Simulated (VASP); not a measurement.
Energy against volume of MnO2 (rutile). These are vdW-DF2, VASP's PBE PAW potentials (set 64) (plane waves; VASP 6.6.1) values and carry that method's errors. Run with 520 eV cut-off, 7×7×10 Γ-centred mesh, first-order Methfessel-Paxton smearing of 0.10 eV, potentials Mn_pv O.

Shape and ions are relaxed at each volume.

| V (Å³/atom) | E (eV/atom) |
|---|---|
| 9.553 | -5.66037 |
| 9.848 | -5.66684 |
| 10.144 | -5.66175 |
| 10.439 | -5.64699 |

**Question.** Fit these four points and predict the energy of the run at 9.257 Å³/atom.

**Answer.** A cubic in V^(−2/3), the third-order Birch-Murnaghan form, passes through the four points with V0 = 9.86 Å³/atom and B0 = 207 GPa, and gives -5.6401 eV/atom there. The run gave -5.6401 eV/atom, -0.0 meV/atom from the fit; all five points give B0 = 207 GPa.

The compound is MnO2 in the rutile structure. It was relaxed first, which changed the volume by +6 %.
